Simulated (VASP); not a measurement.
Input:

```
ZrS2
1.0
    1.86660    -3.23305     0.00000
    1.86660     3.23305     0.00000
    0.00000     0.00000     5.93640
Zr S
1 2
Direct
  0.00000   0.00000   0.00000
  0.33333   0.66667   0.25000
  0.66667   0.33333   0.75000
```

Calculation: PBE GGA, VASP's PBE PAW potentials (set 64) (plane waves; VASP 6.6.1). Run with 400 eV cut-off, 7×7×5 Monkhorst-Pack mesh, Gaussian smearing of 0.050 eV, potentials Zr_sv S.

Give the force on each atom (eV/Å).

| atom | Fx | Fy | Fz |
|---|---|---|---|
| Zr1 | 0.000 | 0.000 | 0.000 |
| S2 | 0.000 | 0.000 | -0.665 |
| S3 | 0.000 | 0.000 | 0.665 |

Give the stress tensor in GPa (positive for a compressed cell).

```
-4.09   0.00   0.00
 0.00  -4.09   0.00
 0.00   0.00  -2.93
```
The pressure is its mean diagonal, -3.70 GPa.

The compound is ZrS2 in the 1T layered structure. The cell was not relaxed at this level. The run is one of a series of settings (KPOINTS 7×7×5 Monkhorst-Pack mesh against the base run), some of them coarse on purpose.
